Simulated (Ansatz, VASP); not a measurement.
# Cu (Copper): VASP beside Ansatz, part 2 of 2

Aim: how closely do two programs agree when they are given the same cell, functional and k mesh? The cell is taken from a series of runs on this material, whose earlier steps may have relaxed, scaled, displaced or heated it; both programs get it as it stands.

VASP 6.6.1 and Ansatz 0.2.0.

So far: Starting point; VASP: elastic constants, LDA.

### Step 3. Ansatz: elastic constants, LDA

Level of this step: Ansatz beside VASP: Kohn-Sham DFT, plane waves, LDA (Ansatz).

Ansatz runs on its PAW soft_1 files.

The same cell, functional (in two slightly different forms), mesh and smearing now go to Ansatz.

input.yaml

```yaml
crystal:
  lattice:
    - [0.0, 1.7621932907, 1.7621932907]
    - [1.7621932907, 0.0, 1.7621932907]
    - [1.7621932907, 1.7621932907, 0.0]
  atoms:
    - { symbol: Cu, position: [0.0, 0.0, 0.0] }
kpoints:
  mp_grid: { grid: [10, 10, 10] }
hamiltonian:
  xc: lda
  pseudopotentials: { kind: paw, azcp: { folder: soft_1 }, xc_functional: pbe }
scf:
  occupations: { method: gaussian, width: 0.1 }
output:
  forces: true
  stress: true
  eigenvalues: true
basis:
  ecutwfc: 260.0
elastic:
  mode: relaxed_ion
  amplitude: 0.01
```

On the command line:

```console
> ansatz run input.yaml --threads 4 --pin off --max-ram 15360MiB --backend cpu --events-out ev --progress --plain --runs-dir out
```

Numbers of over 12 decimals in the logs are rounded to 6 here.

Log:

```text
Warning: basis.ecutwfc = 260 eV is below the records' recommended 420 eV, and the density's cutoff is lower with it unless basis.ecutrho_ratio is high enough to keep the records' density cutoff: compare with a run at a higher cutoff
Engine: ansatz 0.2.0, aarch64-unknown-linux-gnu
Pseudopotentials: kind: paw
Pseudopotential: Cu, paw, valence charge 19, recommended cutoff 420 eV (normal), soft_1/Cu.paw.azcp
Functional definition: SPW92
  exchange = slater_x
  correlation = pw_c
Crystal: 1 atoms, lattice volume = 10.944 Å³
Basis set: ecut = 260 eV, 113 PW (Γ)
Bands: 14, of which v1, the nominal top of the filled ones, is band 10 counted from 1 (9 counted from 0)
Symmetry: 48 space group operations
Space group: Fm-3m (ITA 225), of the structure as read, at distance tolerance 2.2e-5 Å
k-points: 47 of 1000
Non-local potential: Cu, projectors of the file, l = 0: 3, l = 1: 2, l = 2: 3, l = 3: 1
PAW form: soft (Blöchl's): semilocal exchange-correlation on the pseudo side does not see the compensation charge
PAW frozen core: Cu, regenerated for the run's functional, and the local potential with it (the file was generated under x = pbe(κ = 0.804, μ = 0.219515), c = pbe(β = 0.066725))
PAW one-centre angular grid: Cu, 590 points (default); XC on 64 Gauss nodes
Initial density: superposition of atomic densities (chi_scale 0.1, normalization cell)
Initial wavefunctions: pseudopotential atomic-orbital guess
Functional: x = slater, c = lda
SCF iter   1: F=—  HF=-6556.137453 eV  |F-HF|=—  |Δ(HF+E_count)|=         —  Δρ=3.22e-1  dr2=6.39e0  ethr=3.10e-3  ⟨swp⟩=4.1  Hψ=2879  notcnv=0
preconditioner: auto → none  [metal: Δε(μ)=0.068 eV  Ē_g=16.711 eV  σ=0.100 eV  W_gap=0.35  n_scr=0 (ndim 8)  ℏωp=37.2 eV  f_vac=0.000  D(μ)=0.77/eV (n_scr^D=14)]
SCF iter   2: F=—  HF=-6554.702327 eV  |F-HF|=—  |Δ(HF+E_count)|=    1.44e0  Δρ=1.47e-2  dr2=1.41e-2  ethr=3.10e-3  ⟨swp⟩=2.0  Hψ=1638  notcnv=0  defer=14
SCF iter   3: F=—  HF=-6554.700198 eV  |F-HF|=—  |Δ(HF+E_count)|=   2.13e-3  Δρ=6.90e-3  dr2=2.83e-3  ethr=7.44e-5  ⟨swp⟩=1.0  Hψ=970  notcnv=0  defer=14
SCF iter   4: F=—  HF=-6554.699723 eV  |F-HF|=—  |Δ(HF+E_count)|=   4.75e-4  Δρ=2.67e-4  dr2=3.05e-6  ethr=1.49e-5  ⟨swp⟩=1.0  Hψ=697  notcnv=0  defer=14
SCF iter   5: F=—  HF=-6554.699723 eV  |F-HF|=—  |Δ(HF+E_count)|=   4.37e-8  Δρ=4.66e-5  dr2=4.78e-8  ethr=1.60e-8  ⟨swp⟩=2.2  Hψ=926  notcnv=0  defer=14
SCF iter   6: F=—  HF=-6554.699725 eV  |F-HF|=—  |Δ(HF+E_count)|=   1.99e-6  Δρ=2.39e-6  dr2=3.61e-10  ethr=2.52e-10  ⟨swp⟩=2.1  Hψ=909  notcnv=0  defer=14
SCF iter   7: F=—  HF=-6554.699725 eV  |F-HF|=—  |Δ(HF+E_count)|=  1.95e-10  Δρ=4.15e-7  dr2=5.07e-12  ethr=1.90e-12  ⟨swp⟩=2.2  Hψ=1075  notcnv=0  defer=14
SCF iter   8: F=-6554.699725 eV  HF=-6554.699725 eV  |F-HF|=0.00e0  |Δ(HF+E_count)|=  3.64e-12  Δρ=2.59e-8  dr2=1.97e-14  ethr=1.00e-12  ⟨swp⟩=5.4  Hψ=2240  notcnv=0
SCF 1 converged in 8 iterations: F = -6554.699725 eV  dr2 = 1.97e-14
  greatest PAW one-centre occupation: 1.006 electrons in one spin orbital (limit 2), on the Cu atom at site 0 (counted from 0), in its partial waves of l = 0
Crystal: 1 atoms, lattice volume = 10.725 Å³
Symmetry: 16 space group operations
k-points: 102 of 1000
Initial density: handed on by an earlier stage of this run
Initial wavefunctions: those handed on with the density
iter 1 solved again at ethr=1.85e-5 eV; its pass at ethr=3.10e-3 eV (dr2=3.52e-3 eV) is discarded
SCF iter   1: F=—  HF=-6554.690888 eV  |F-HF|=—  |Δ(HF+E_count)|=         —  Δρ=7.25e-3  dr2=3.43e-3  ethr=1.85e-5  ⟨swp⟩=1.0  Hψ=8942  notcnv=0
preconditioner: auto → none  [insulator: Δε(μ)=0.185 eV  Ē_g=18.499 eV  σ=0.100 eV  W_gap=0.56  n_scr=0 (ndim 8)  ℏωp=37.6 eV  f_vac=0.000  D(μ)=0.61/eV (n_scr^D=8)  ε∞_Penn≈5.1]
[...]
SCF 2 converged in 7 iterations: F = -6554.690117 eV  dr2 = 6.90e-15
Crystal: 1 atoms, lattice volume = 11.163 Å³
[...]
SCF 7 converged in 7 iterations: F = -6554.692357 eV  dr2 = 6.70e-15
[...]
preconditioner: auto → none  [metal: Δε(μ)=0.063 eV  Ē_g=18.242 eV  σ=0.100 eV  W_gap=0.34  n_scr=0 (ndim 8)  ℏωp=37.2 eV  f_vac=0.000  D(μ)=0.49/eV (n_scr^D=0)]
[...]
SCF iter   5: F=—  HF=-6554.690216 eV  |F-HF|=—  |Δ(HF+E_count)|=   4.31e-9  Δρ=6.79e-7  dr2=1.68e-11  ethr=1.00e-12  ⟨swp⟩=2.0  Hψ=3959  notcnv=0  defer=1
SCF iter   6: F=—  HF=-6554.690216 eV  |F-HF|=—  |Δ(HF+E_count)|=  2.27e-11  Δρ=3.83e-8  dr2=4.53e-14  ethr=1.00e-12  ⟨swp⟩=2.5  Hψ=8763  notcnv=0
SCF iter   7: F=-6554.690216 eV  HF=-6554.690216 eV  |F-HF|=9.09e-13  |Δ(HF+E_count)|=    0.00e0  Δρ=1.39e-9  dr2=5.52e-17  ethr=1.00e-12  ⟨swp⟩=3.0  Hψ=6340  notcnv=0
SCF 8 converged in 7 iterations: F = -6554.690216 eV  dr2 = 5.52e-17
SCF iter   1: F=—  HF=-6554.690218 eV  |F-HF|=—  |Δ(HF+E_count)|=         —  Δρ=2.15e-4  dr2=2.05e-6  ethr=1.00e-12  ⟨swp⟩=8.8  Hψ=18473  notcnv=0  defer=9
SCF iter   2: F=—  HF=-6554.690217 eV  |F-HF|=—  |Δ(HF+E_count)|=   2.51e-7  Δρ=3.94e-4  dr2=9.29e-6  ethr=1.00e-12  ⟨swp⟩=3.3  Hψ=7113  notcnv=0  defer=9
SCF iter   3: F=—  HF=-6554.690216 eV  |F-HF|=—  |Δ(HF+E_count)|=   1.49e-6  Δρ=5.70e-5  dr2=1.35e-7  ethr=1.00e-12  ⟨swp⟩=3.0  Hψ=5598  notcnv=0  defer=9
SCF iter   4: F=—  HF=-6554.690216 eV  |F-HF|=—  |Δ(HF+E_count)|=   1.69e-7  Δρ=8.43e-6  dr2=2.76e-9  ethr=1.00e-12  ⟨swp⟩=3.0  Hψ=4886  notcnv=0  defer=9
SCF iter   5: F=—  HF=-6554.690216 eV  |F-HF|=—  |Δ(HF+E_count)|=   4.31e-9  Δρ=6.79e-7  dr2=1.68e-11  ethr=1.00e-12  ⟨swp⟩=2.0  Hψ=3959  notcnv=0  defer=9
SCF iter   6: F=—  HF=-6554.690216 eV  |F-HF|=—  |Δ(HF+E_count)|=  2.27e-11  Δρ=3.83e-8  dr2=4.53e-14  ethr=1.00e-12  ⟨swp⟩=2.6  Hψ=8785  notcnv=0
SCF iter   7: F=-6554.690216 eV  HF=-6554.690216 eV  |F-HF|=1.82e-12  |Δ(HF+E_count)|=  9.09e-13  Δρ=1.39e-9  dr2=5.52e-17  ethr=1.00e-12  ⟨swp⟩=3.0  Hψ=6340  notcnv=0
SCF 9 converged in 7 iterations: F = -6554.690216 eV  dr2 = 5.52e-17
WARN: the elastic stencil's two pairs of strained cells disagree: C31 (strain 11) reads 125.69 GPa from the cells at ±δ and 117.38 from those at ±2δ, which the stencil makes 128.46; C44 (strain 23) reads 30.45 GPa from the cells at ±δ and 35.88 from those at ±2δ, which the stencil makes 28.64; the limit is 2 % of the column's largest entry (no column's own pairs agree, so each is held to its own). A stress that is smooth and near linear over the cells gives both pairs one slope, so the constants of these columns, the constants that the crystal's symmetry builds from them and the moduli and the stability verdict built on them are in doubt. [rest of the remark cut]
SCF converged after 8 iterations
Free energy (F): -6554.699725 eV
Harris-Foulkes:  -6554.699725 eV  (|F-HF|=0.00e0)
Internal energy: -6554.697229 eV  (E = F + TS)
E sigma→0 (E₀):  -6554.698477 eV
Entropy (-TS):   -0.002496 eV (-2.496 meV/atom)
Fermi energy:    17.244085 eV
--- Per-component energies (eV) ---
  E_band       = -351.004998
  E_kinetic    = 263.347766
  E_local      = -4385.757086  (includes V_loc(G=0)·N_el)
  E_nonlocal   = 921.570749
  E_hartree    = 1864.922758
  E_xc         = -68.560888
  E_vxc        = -88.874200  (∫ρ·V_xc dr)
  E_paw        = -1769.430200  (= ΣΔE_a)
  E_vpaw       = -791.104633  (= ΣTr[D̂ρ^β])
  E_aug_tail   = -0.033122  (compensation charges beyond the density's cutoff)
  E_ewald      = -3381.206867
  E_core_change = 0.449661  (= ΣΔE_core)
  E_smearing   = -0.002496  (= −TS)
  E_closure    = -0.000000  (closes the sum)
  Σ components = -6554.699725   (vs F -6554.699725, Δ=0.00e0)
--- Forces (eV/Å), atoms counted from 1 ---
  atom   1  Cu    -0.00000000    -0.00000000     0.00000000
  max |Σ_I F_I| component: 3.49e-32 eV/Å
--- Stress (GPa, compression-positive) ---
       -0.048322       0.000000      -0.000000
        0.000000      -0.048322      -0.000000
       -0.000000       0.000000      -0.048322
  P = ⅓ Tr σ = -0.0483 GPa (-0.483 kbar)
--- Band table (eV; the first three rows and the last of 47) ---
  k-point 0: bands = [... 6 lower, 13.9562, 13.9562, 14.8654, 14.8654, 40.8577, 43.9133, 43.9133, 43.9133]
  k-point 1: bands = [... 6 lower, 14.0285, 14.0285, 14.8433, 14.8433, 38.4823, 41.7712, 43.0149, 43.0149]
  k-point 2: bands = [... 6 lower, 14.1443, 14.1443, 14.8936, 14.8936, 33.1410, 41.1872, 41.9133, 41.9133]
  k-point 46: bands = [... 6 lower, 13.8947, 14.9410, 15.6532, 22.5096, 25.4719, 25.8169, 27.4479, 44.0750]
--- Elastic constants: 2 strain directions × 4 members + reference (group order 48) ---
  dense FFT box of the reference and of every strained cell: 15×15×15
  strains applied: 11, 23; error gains: componentwise 1.00 (the most a stress slope's error grows in a printed constant), spectral 1.73 (1 for all six strains in a standard setting)
  C = ∂σ_k/∂η_j (tension-positive GPa; Voigt order 11 22 33 23 13 12):
       199.261    128.456    128.456     -0.000     -0.000      0.000
       128.456    199.261    128.456      0.000     -0.000     -0.000
       128.456    128.456    199.261      0.000      0.000      0.000
         0.000     -0.000     -0.000     28.640     -0.000     -0.000
        -0.000     -0.000      0.000      0.000     28.640      0.000
         0.000     -0.000     -0.000     -0.000     -0.000     28.640
  reference stress σ⁰ (GPa):      0.048      0.048      0.048      0.000      0.000     -0.000
  C* (energy form; C + prestress term) asymmetry max|C*_kj − C*_jk| = 3.243e-16 GPa — a small one proves nothing (zero by symmetry where the batch's group is 432, −43m or m−3m); a large one is finite-difference/SCF noise where every solve meets its electron count
  moduli (Voigt/Reuss/Hill, GPa): K = 152.06/152.06/152.06   G = 31.35/31.01/31.18   E = 87.55   ν = 0.404
  mechanically stable: yes (min eigenvalue of sym C = 28.64 GPa)
  strain η (Voigt 11):  stress-route row diagonal C_11 = 199.26 GPa, energy-path curvature d²(F+E_count+ΔE)/dδ²/Ω₀ = 311.29 GPa
    cells at ±δ against ±2δ: C31 125.69 and 117.38 GPa, apart by 4.17 % of the column's largest entry
         δ    σ_11 (GPa)             F (eV)   n_scf  n_hpsi   n_pw
    -2.000e-2      -4.3091       -6554.6901173       7   24372    113   relax 0 steps, max|allowed force component| 0.00e0 eV/Å
    -1.000e-2      -1.8223       -6554.6923003       8   32617    113   relax 0 steps, max|allowed force component| 0.00e0 eV/Å
     1.000e-2       2.1403       -6554.6861239       6   31226    113   relax 0 steps, max|allowed force component| 0.00e0 eV/Å
     2.000e-2       3.4807       -6554.6796586       8   25176    113   relax 0 steps, max|allowed force component| 0.00e0 eV/Å
  strain η (Voigt 23):  stress-route row diagonal C_44 = 28.64 GPa, energy-path curvature d²(F+E_count+ΔE)/dδ²/Ω₀ = 93.26 GPa
    cells at ±δ against ±2δ: C44 30.45 and 35.88 GPa, apart by 18.95 % of the column's largest entry
         δ    σ_23 (GPa)             F (eV)   n_scf  n_hpsi   n_pw
    -2.000e-2      -0.7175       -6554.6923574       7   41486    113   relax 0 steps, max|allowed force component| 0.00e0 eV/Å
    -1.000e-2      -0.3045       -6554.6902156       7   57082    113   relax 0 steps, max|allowed force component| 0.00e0 eV/Å
     1.000e-2       0.3045       -6554.6902156       7   56796    113   relax 0 steps, max|allowed force component| 0.00e0 eV/Å
     2.000e-2       0.7175       -6554.6923574       7   39133    113   relax 0 steps, max|allowed force component| 0.00e0 eV/Å
```

### Step 4. Side by side

Known differences besides the potentials themselves: the two LDA forms differ slightly; the data sets hold 19 valence electrons in Ansatz (on its PAW soft_1 files) and 11 in VASP; the cutoff is 260 eV in Ansatz and 600 eV in VASP; VASP's log shows a relativistic correction to its local exchange, Ansatz's none; VASP takes each elastic constant from one size of strain, Ansatz from those that its log lists; Ansatz's log warns that its cutoff lies below the recommended one. Total energies have different zeros and are not compared.

Both answers:

```tsv
quantity	Ansatz	VASP	difference
C11 (GPa)	199.3	226.0	-11.84 %
C22 (GPa)	199.3	226.0	-11.84 %
C33 (GPa)	199.3	226.0	-11.84 %
C12 (GPa)	128.5	159.7	-19.54 %
C13 (GPa)	128.5	159.7	-19.54 %
C23 (GPa)	128.5	159.7	-19.54 %
C44 (GPa)	28.6	58.4	-50.98 %
C55 (GPa)	28.6	58.4	-50.98 %
C66 (GPa)	28.6	58.4	-50.98 %
```

### Step 5. Other set-ups

Further runs change the set-up of one program: Ansatz's method, potentials or start, or VASP's data sets, cutoff or form of LDA. The table gives Ansatz less VASP for each quantity, since a change that brings one quantity closer may part another.

```tsv
run	C11 (%)	C22 (%)	C33 (%)	C12 (%)	C13 (%)	C23 (%)
as above	-12	-12	-12	-20	-20	-20
VASP with the data sets Cu_sv_GW and a cutoff of 700 eV	-20	-20	-20	-24	-24	-24
```

### Step 6. Outcome

| Quantity | Value |
| --- | --- |
| difference in C44 (elastic constants, LDA) | -51 % |

The difference in C44 is -51 % (elastic constants, LDA), beyond the 5 % picked in this series as the mark of a large difference. The data sets hold unlike numbers of valence electrons (19 in Ansatz and 11 in VASP), so part of the differences comes from the potentials. Elastic constants, LDA, VASP with the data sets Cu_sv_GW and a cutoff of 700 eV: the difference in C11 goes from -12 to -20 %; the difference in C22 goes from -12 to -20 %; the difference in C33 goes from -12 to -20 %. Such differences can come from data sets, numerical settings and the points named under the comparisons, not from the functional's error against experiment.

[Lines on the potential files, build, host, timing and source positions are cut from VASP's logs without a mark.]

[Logs are printed without paths, hosts, clocks, repeated set-up lines and the standing remarks that a program may print on its own settings, such as how far it seeks lower states.]

[Hosts, paths, dates, database ids (printed as entryN), source tags and the programs' standing remarks are cut or masked in the printed files.]
